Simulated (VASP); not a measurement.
Set up this calculation in VASP 6.6.1, as the native input.

| Property | Result |
| --- | --- |
| Task | relaxation of cell and atoms |
| Functional | PBE |
| Dispersion | dDsC |
| Potentials or basis | VASP PAW PBE potentials, release 64 (Zr_sv, Mo_sv, C) |
| Cutoff | 600 eV |
| k mesh | 5 × 5 × 5 |
| Occupations | fermi-dirac, width 0.05 eV |
| Spin | no spin polarisation |
| Further INCAR settings | ALGO = Normal; EDIFF = 1e-06; IBRION = 2; EDIFFG = -0.02; NSW = 60; ISIF = 3 |

The structure of Zr3MoC lies in POSCAR:

```
Zr3MoC
1.0
    4.9425100000      0.0000000000      0.0000000000
    0.0000000000      4.9425100000      0.0000000000
    0.0000000000      0.0000000000      4.9425100000
Zr Mo C
3 1 1
Direct
    0.5000000000      0.0000000000      0.0000000000
    0.0000000000      0.5000000000      0.0000000000
    0.0000000000      0.0000000000      0.5000000000
    0.0000000000      0.0000000000      0.0000000000
    0.5000000000      0.5000000000      0.5000000000
```

The cell was built by a generator and needn't be a form met in nature.

The input as run:

INCAR

```
SYSTEM = Zr3MoC
PREC     = Accurate       ! precision mode
ENCUT    = 600            ! plane-wave cutoff, eV
EDIFF    = 1E-6           ! SCF threshold, eV
ISMEAR   = -1             ! smearing method
SIGMA    = 0.05           ! smearing width, eV
LREAL    = .FALSE.        ! projectors in reciprocal space
LASPH    = .TRUE.         ! aspherical terms in the spheres
NELM     = 100            ! most SCF steps
ALGO     = Normal         ! electronic algorithm
ISIF     = 3              ! what is computed and relaxed
LWAVE    = .FALSE.        ! write WAVECAR
LCHARG   = .FALSE.        ! write CHGCAR
GGA      = PE             ! functional
IVDW     = 4              ! dispersion correction
IBRION   = 2              ! ionic algorithm
NSW      = 60             ! ionic steps
EDIFFG   = -0.02          ! ionic threshold
```

KPOINTS

```
regular mesh
0
G
  5 5 5
  0 0 0
```

Potentials or basis: VASP PAW PBE potentials, release 64 (Zr_sv, Mo_sv, C).

Run with:

```console
$ cat potpaw_PBE.64/Zr_sv/POTCAR potpaw_PBE.64/Mo_sv/POTCAR potpaw_PBE.64/C/POTCAR > POTCAR
$ mpirun -np 1 vasp_std > vasp.out
```

Results of the run:

* Relaxed volume: 23.95 Å³/atom
* Relaxed cell: a = 4.929 Å, b = 4.929 Å, c = 4.929 Å, α = 90.00°, β = 90.00°, γ = 90.00°
* Space group after relaxing (to 0.05 Å): Pm-3m (No. 221)
* Energy gained by relaxing: -0.8 meV/atom
* Ionic steps: 3
* Pressure after relaxing: 0.0 GPa
* Band gap on the k mesh: none (metal or under the smearing width)
* Hirshfeld charges: Zr +0.27, +0.28; Mo -0.58; C -0.26 e
* Dispersion energy per atom: -0.216 eV

Caveat: pairwise dispersion overbinds metals, which lowers pressure and volume.

Wall time 70 s on 1 thread of Intel(R) Xeon(R) Platinum 8559C (Emerald Rapids) (shared host), peak memory 0.28 GiB.
